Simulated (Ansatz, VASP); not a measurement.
# TiPd (Ti-Pd-Pd-Ti stack, (111) layers): VASP beside Ansatz, part 2 of 2

Wanted: the spread between two codes on one cell, functional and k mesh. Of the first pair: The structure shown is the start of the Ansatz relaxation below; VASP solves that cell, so the two are compared at the walk's first step.

VASP 6.6.1 and Ansatz 0.2.0.

So far: The structure; Ansatz: relaxation, PBEsol; VASP: single point, PBEsol, start cell, pair 1.

## (3) VASP: single point, PBEsol, start cell, pair 1 (continued)

Level of this step: PBEsol; plane waves and PAW (Ti_sv, Pd) (VASP).

Numbers of over 12 decimals in the logs are rounded to 6 here.

OUTCAR, selected parts (step 3):

```text
ion  position               nearest neighbor table
   1  0.000  0.000  0.149-   3 2.67   3 2.67   3 2.67
   2  0.000  0.000  0.327-   4 2.67   4 2.67   4 2.67
   3  0.333  0.667  0.206-   1 2.67   1 2.67   1 2.67   4 2.84   4 2.84   4 2.84
   4  0.667  0.333  0.269-   2 2.67   2 2.67   2 2.67   3 2.84   3 2.84   3 2.84

  LATTYP: Found a hexagonal cell.
 ALAT       =     2.7719890000
 C/A-ratio  =    13.4471518466

 Subroutine GETGRP returns: Found 12 space group operations
 (whereof  6 operations were pure point group operations)

The static configuration has the point symmetry C_3v.
 The point group associated with its full space group is D_3d.

 Found     19 irreducible k-points:

   k-points           NKPTS =     19   k-points in BZ     NKDIM =     19   number of bands    NBANDS=     28

   dimension x,y,z NGX =    18 NGY =   18 NGZ =  250
   dimension x,y,z NGXF=    36 NGYF=   36 NGZF=  500

   ENCUT  =  400.0 eV  29.40 Ry    5.42 a.u.   4.52  4.52 60.79*2*pi/ulx,y,z

   NELECT =      44.0000    total number of electrons

 k-points in reciprocal lattice and weights: Automatic mesh
   0.00000000  0.00000000  0.00000000       0.007
   0.08333333  0.00000000  0.00000000       0.042
   0.16666667 -0.00000000  0.00000000       0.042
   0.25000000  0.00000000  0.00000000       0.042
   0.33333333  0.00000000  0.00000000       0.042
   0.41666667  0.00000000  0.00000000       0.042
   0.50000000  0.00000000  0.00000000       0.021
   0.08333333  0.08333333  0.00000000       0.042
   0.16666667  0.08333333  0.00000000       0.083
[...]
0.33333333  0.25000000  0.00000000       0.083
   0.33333333  0.33333333  0.00000000       0.014

 dipolmoment           0.000000      0.000000     -0.000000 electrons x Angstroem

 average (electrostatic) potential at core
       1 -81.4089       2 -81.4089       3 -81.4773       4 -81.4773

 E-fermi :  -0.8893

 k-point     1 :       0.0000    0.0000    0.0000
  band No.  band energies     occupation
    ...
     20      -2.3964      2.00000
     21      -2.3964      2.00000
     22      -1.8905      2.00000
     23      -1.0910      1.99568
     24      -1.0771      1.99210
     25      -0.2627      0.00000
     26       0.2170      0.00000
     27       0.2220      0.00000
     28       0.2346      0.00000

 k-point     2 :       0.0833    0.0000    0.0000
  band No.  band energies     occupation
    ...
     20      -2.4806      2.00000
     21      -2.3870      2.00000
     22      -1.8269      2.00000
     23      -0.9872      1.83400
     24      -0.9706      1.75024
     25      -0.2375      0.00000
     26       0.0796      0.00000
     27       0.1960      0.00000
     28       0.3707      0.00000

 k-point     3 :       0.1667   -0.0000    0.0000
  band No.  band energies     occupation
    ...
     18      -3.2031      2.00000
     19      -2.9816      2.00000
     20      -2.4759      2.00000
     21      -2.3746      2.00000
     22      -1.7891      2.00000
     23      -0.8184      0.31621
     24      -0.7544      0.05653
     25      -0.4077      0.00000
     26      -0.1657      0.00000
     27       0.3626      0.00000
    ...

  Total        0.1096330      0.1096330     -0.7480766     -0.0000000      0.0000000     -0.0000000
  in kB        0.7081357      0.7081354     -4.8319374     -0.0000000      0.0000000     -0.0000000
  external PRESSURE =      -1.1385554 kB  Pullay stress =       0.0000000 kB

  energy-cutoff  :      400.00
  volume of cell :      248.05
      direct lattice vectors                 reciprocal lattice vectors
     2.771989000 -0.000003000  0.000000000     0.360752018  0.208279803  0.000000000
    -1.385992000  2.400614000  0.000000000     0.000000451  0.416560357  0.000000000
     0.000000000  0.000000000 37.275357000     0.000000000  0.000000000  0.026827376

 POSITION                                       TOTAL-FORCE (eV/Angst)
 -----------------------------------------------------------------------------------
      0.00000      0.00000      5.56554         0.000000      0.000000      0.095677
      0.00000      0.00000     12.17214         0.000000     -0.000000     -0.095677
      0.00000      1.60041      7.69701        -0.000000      0.000000     -0.075219
      1.38599      0.80020     10.04067         0.000000     -0.000000      0.075219
 -----------------------------------------------------------------------------------
    total drift:                                0.000000     -0.000000      0.000006

  FREE ENERGIE OF THE ION-ELECTRON SYSTEM (eV)
  ---------------------------------------------------
  free  energy   TOTEN  =       -27.6813299548 eV

  energy  without entropy=      -27.6279331940  energy(sigma->0) =      -27.65463157

 vacuum level on the upper side and lower side of the slab         3.569         3.569

 total charge
# of ion       s       p       d       tot
------------------------------------------
    1        2.256   6.099   1.955  10.310
    2        2.256   6.099   1.955  10.310
    3        0.536   0.498   8.508   9.543
    4        0.536   0.498   8.508   9.543
--------------------------------------------------
tot          5.584  13.194  20.926  39.704

[... 3 further parts left out ...]
```

The run ends at a pressure of -0.11 GPa, with forces up to 0.096 eV/Å.

## (4) Comparison

Known differences besides the potentials themselves: Ansatz cuts the interaction across the vacuum, VASP repeats the sheet with a dipole correction (LDIPOL); the data sets hold 60 valence electrons in Ansatz (on its PAW soft_1 files) and 44 in VASP; the cutoff is 420 eV in Ansatz and 400 eV in VASP; Ansatz makes its cores anew for this functional, VASP keeps those of its PBE data sets. Total energies have different zeros and are not compared.

Forces (eV/Å; atoms numbered as in POSCAR):

```csv
atom,"Ansatz x, y, z","VASP x, y, z"
Ti1,"0.000, 0.000, 0.108","0.000, 0.000, 0.096"
Ti2,"0.000, 0.000, -0.108","0.000, 0.000, -0.096"
Pd3,"0.000, 0.000, -0.087","0.000, 0.000, -0.075"
Pd4,"0.000, 0.000, 0.087","0.000, 0.000, 0.075"
```

The forces differ by 7.2 meV/Å r.m.s., which is 14.5 % of the r.m.s. force of 0.050 eV/Å (both taken over all components). Where the cell holds vacuum, a pressure given here is an average over it and none of the material.

## (5) Ansatz: relaxation, PBEsol

This run makes the geometry at which the two programs are then compared.

The structure compared here is the end of the Ansatz relaxation.

This is the run of step 2 again, met here at its other cell.

## (6) VASP: single point, PBEsol, relaxed cell, pair 2

The same cell, functional, mesh and smearing now go to VASP, with its own data sets.

The input, INCAR:

```
SYSTEM = TiPd
PREC = Accurate
ENCUT = 400
EDIFF = 1E-06
NELM = 120
ISMEAR = 0
SIGMA = 0.1
LREAL = .FALSE.
ALGO = Normal
GGA = PS
NBANDS = 28
LASPH = .TRUE.
LORBIT = 11
LWAVE = .FALSE.
LCHARG = .FALSE.
ISIF = 2
LDIPOL = .TRUE.
IDIPOL = 3
DIPOL = 0.5 0.5 0.238
LVHAR = .TRUE.
GGA_COMPAT = .FALSE.
NELMDL = -8
KPAR = 2
```

The input, POSCAR:

```
TiPd
1.0
    2.7920898329     -0.0000029303      0.0000000000
   -1.3960423788      2.4180221900      0.0000000000
    0.0000000000      0.0000000000     37.2753573569
Ti Pd
2 2
Direct
    0.0000000000      0.0000000000      0.1503553512
    0.0000000000      0.0000000000      0.3255000465
    0.3333333333      0.6666666667      0.2065519146
    0.6666666667      0.3333333333      0.2693034831
```

The input, KPOINTS:

```
Automatic mesh
0
Gamma
12 12 1
0 0 0
```

PAW data sets: Ti_sv and Pd (PBE family, release 64).

Run with:

```console
mpirun -np 2 vasp_std
```

Output:

```text
[banner, memory and clock lines left out]
running    2 mpi-ranks, on    1 nodes
[...]
[... a notice as in an earlier step ...]

 LDA part: xc-table for (Slater+PW92), standard interpolation
 POSCAR, INCAR and KPOINTS ok, starting setup
[...]
entering main loop
       N       E                     dE             d eps       ncg     rms          rms(c)
DAV:   1     0.357055268712E+03    0.35706E+03   -0.19676E+04  1320   0.115E+03
DAV:   2     0.103690497890E+02   -0.34669E+03   -0.33795E+03  1256   0.351E+02
DAV:   3    -0.256562562436E+02   -0.36025E+02   -0.35106E+02  1784   0.102E+02
DAV:   4    -0.305460251592E+02   -0.48898E+01   -0.48464E+01  1624   0.307E+01
[...]
DAV:  27    -0.276873834982E+02   -0.25702E-05   -0.85137E-08   648   0.158E-03    0.493E-04
DAV:  28    -0.276873868934E+02   -0.33952E-05   -0.20158E-07   656   0.187E-03    0.734E-04
DAV:  29    -0.276873878549E+02   -0.96158E-06   -0.88167E-08   628   0.161E-03
   1 F= -.27687388E+02 E0= -.27660794E+02  d E =-.531876E-01
```

Parts of OUTCAR (step 6):

```text
  Total       -0.3117854     -0.3117854     -0.2424362      0.0000000      0.0000000     -0.0000000
  in kB       -1.9849756     -1.9849756     -1.5434652      0.0000000      0.0000000     -0.0000000
  external PRESSURE =      -1.8378055 kB  Pullay stress =       0.0000000 kB

 POSITION                                       TOTAL-FORCE (eV/Angst)
 -----------------------------------------------------------------------------------
      0.00000      0.00000      5.60455        -0.000000      0.000000     -0.011790
      0.00000      0.00000     12.13313        -0.000000     -0.000000      0.011790
      0.00000      1.61201      7.69930        -0.000000      0.000000      0.012346
      1.39605      0.80601     10.03838         0.000000     -0.000000     -0.012346
 -----------------------------------------------------------------------------------
    total drift:                                0.000000      0.000000      0.000058

  FREE ENERGIE OF THE ION-ELECTRON SYSTEM (eV)
  ---------------------------------------------------
  free  energy   TOTEN  =       -27.6873878549 eV

  energy  without entropy=      -27.6342002957  energy(sigma->0) =      -27.66079408

[... 1 part as in an earlier step ...]

[... 2 further parts left out ...]
[key lines of the parts left out:]
E-fermi :  -0.8961
```

The run ends at a pressure of -0.18 GPa, with forces up to 0.012 eV/Å.

## (7) Side by side

What differs besides the data sets and the points named for the pairs above, as far as they apply: the data sets hold 60 valence electrons in Ansatz (on its PAW soft_1 files) and 44 in VASP. Total energies have different zeros and are not compared.

The largest component of a force difference here is 12 meV/Å. Where the cell holds vacuum, a pressure given here is an average over it and none of the material.

## (8) Results

| Item | Value |
| --- | --- |
| r.m.s. force difference (single point, PBEsol, start cell, pair 1) | 7.2 meV/Å |
| r.m.s. force difference (single point, PBEsol, relaxed cell, pair 2) | 7 meV/Å |

**Reading.** The r.m.s. force difference is 7.2 meV/Å (single point, PBEsol, start cell, pair 1), within the 12 meV/Å picked in this series as the mark of a large difference. The data sets hold unlike numbers of valence electrons (60 in Ansatz and 44 in VASP), so part of the differences may come from the potentials. Such differences can come from data sets, numerical settings and the points named under the comparisons, not from the functional's error against experiment.

[Lines on the potential files, build, host, timing and source positions are cut from VASP's logs without a mark.]

[Logs are printed without paths, hosts, clocks, repeated set-up lines and the standing remarks that a program may print on its own settings, such as how far it seeks lower states.]

[Hosts, paths, dates, database ids (printed as entryN), source tags and the programs' standing remarks are cut or masked in the printed files.]
